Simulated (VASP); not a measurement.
Output of a VASP run:

### OSZICAR
```
       N       E                     dE             d eps       ncg     rms          rms(c)
DAV:   1     0.249784484224E+03    0.24978E+03   -0.17766E+04   616   0.150E+03
DAV:   2     0.897517128963E+00   -0.24889E+03   -0.24283E+03   688   0.358E+02
DAV:   3    -0.132132482725E+02   -0.14111E+02   -0.14066E+02   736   0.852E+01
DAV:   4    -0.133704653243E+02   -0.15722E+00   -0.15711E+00   720   0.915E+00
DAV:   5    -0.133732048149E+02   -0.27395E-02   -0.27394E-02   754   0.117E+00    0.113E+01
DAV:   6    -0.123008212717E+02    0.10724E+01   -0.25895E+00   788   0.166E+01    0.888E+00
DAV:   7    -0.122850727747E+02    0.15748E-01   -0.85583E-01   718   0.539E+00    0.399E+00
DAV:   8    -0.122813358898E+02    0.37369E-02   -0.12603E-01   738   0.379E+00    0.557E-01
DAV:   9    -0.122793614592E+02    0.19744E-02   -0.23854E-02   778   0.201E+00    0.175E-01
DAV:  10    -0.122794967345E+02   -0.13528E-03   -0.18008E-03   742   0.464E-01    0.113E-01
DAV:  11    -0.122795739045E+02   -0.77170E-04   -0.19002E-04   750   0.103E-01    0.114E-01
DAV:  12    -0.122796434177E+02   -0.69513E-04   -0.18702E-04   670   0.688E-02    0.367E-02
DAV:  13    -0.122796493627E+02   -0.59450E-05   -0.25531E-05   742   0.338E-02    0.158E-02
DAV:  14    -0.122796495359E+02   -0.17318E-06   -0.25105E-06   606   0.120E-02
   1 F= -.13283544E+02 E0= -.13283544E+02  d E =-.132835E+02
       N       E                     dE             d eps       ncg     rms          rms(c)
DAV:   1    -0.122898007841E+02   -0.10151E-01   -0.43794E-01   640   0.737E+00    0.106E+00
DAV:   2    -0.122721134250E+02    0.17687E-01   -0.48321E-02   652   0.291E+00    0.371E-01
DAV:   3    -0.122703139190E+02    0.17995E-02   -0.58118E-03   712   0.692E-01    0.322E-01
DAV:   4    -0.122701476613E+02    0.16626E-03   -0.30569E-04   634   0.164E-01    0.774E-02
DAV:   5    -0.122701020985E+02    0.45563E-04   -0.22292E-04   760   0.176E-01    0.277E-02
DAV:   6    -0.122701074154E+02   -0.53169E-05   -0.22496E-05   652   0.462E-02    0.894E-03
DAV:   7    -0.122701072321E+02    0.18326E-06   -0.18201E-07   422   0.338E-03
   2 F= -.13284078E+02 E0= -.13284078E+02  d E =-.534313E-03
       N       E                     dE             d eps       ncg     rms          rms(c)
DAV:   1    -0.122740732350E+02   -0.39658E-02   -0.28990E-02   646   0.190E+00    0.279E-01
DAV:   2    -0.122729249692E+02    0.11483E-02   -0.31294E-03   658   0.739E-01    0.977E-02
DAV:   3    -0.122728016507E+02    0.12332E-03   -0.37276E-04   688   0.177E-01    0.845E-02
DAV:   4    -0.122727794384E+02    0.22212E-04   -0.20171E-05   646   0.393E-02    0.200E-02
DAV:   5    -0.122727727865E+02    0.66519E-05   -0.14100E-05   670   0.446E-02    0.626E-03
DAV:   6    -0.122727722642E+02    0.52229E-06   -0.12913E-06   362   0.118E-02
   3 F= -.13284151E+02 E0= -.13284151E+02  d E =-.607304E-03
```

### OUTCAR
```
------------------------ aborting loop because EDIFF is reached ----------------------------------------
 Edisp (eV)   -1.01138
  FORCE on cell =-STRESS in cart. coord.  units (eV):
  Direction    XX          YY          ZZ          XY          YZ          ZX
  --------------------------------------------------------------------------------------
  Total      -0.00138    -0.00138     0.02435    -0.00000    -0.00000    -0.00000
  in kB      -0.02186    -0.02186     0.38619    -0.00000    -0.00000    -0.00000
  external pressure =        0.11 kB  Pullay stress =        0.00 kB
  volume of cell :      101.01
      direct lattice vectors                 reciprocal lattice vectors
     2.077736135 -3.598744377  0.000000000     0.240646534 -0.138937348  0.000000000
     2.077736135  3.598744377  0.000000000     0.240646534  0.138937348  0.000000000
    -0.000000000  0.000000000  6.754305046     0.000000000  0.000000000  0.148053722
  FREE ENERGIE OF THE ION-ELECTRON SYSTEM (eV)
  ---------------------------------------------------
  free  energy   TOTEN  =       -13.2841514437 eV

  energy  without entropy=      -13.2841514437  energy(sigma->0) =      -13.28415144

 reached required accuracy - stopping structural energy minimisation
```
(Selected blocks of OUTCAR.)

**POSCAR**
```
CdS
1
    2.0819734374    -3.6060835989     0.0000000000
    2.0819734374     3.6060835989     0.0000000000
    0.0000000000     0.0000000000     6.7652899718
Cd S
2 2
Direct
  0.6666670000   0.3333330000   0.5000080395
  0.3333330000   0.6666670000   0.0000080395
  0.6666670000   0.3333330000   0.8769919605
  0.3333330000   0.6666670000   0.3769919605
```

Write an INCAR and KPOINTS that could have produced this output.

This is not unique; one that fits is the input of the run itself, PBE GGA with D3 dispersion (zero damping), plane waves, VASP's PBE PAW potentials (set 64).

**KPOINTS**
```
K-points
0
Gamma
 6 6 3
0 0 0
```

**INCAR**
```
SYSTEM=CdS
PREC=Accurate; ENCUT=520; LREAL=F
LASPH=T
EDIFF=1E-6; NELM=100; ALGO=Normal
LMAXMIX=4
ISMEAR=0; SIGMA=0.05
GGA=PE; IVDW=11
IBRION=2; NSW=60; ISIF=3
EDIFFG=-0.02
LWAVE=F; LCHARG=F
```

POTCAR, in this order: Cd S (PBE.64 set). Program: vasp_std.

The compound is CdS in the wurtzite structure. This run relaxes it. Symmetry was kept, so distortions that lower it aren't found. The start is the result of an earlier pass.
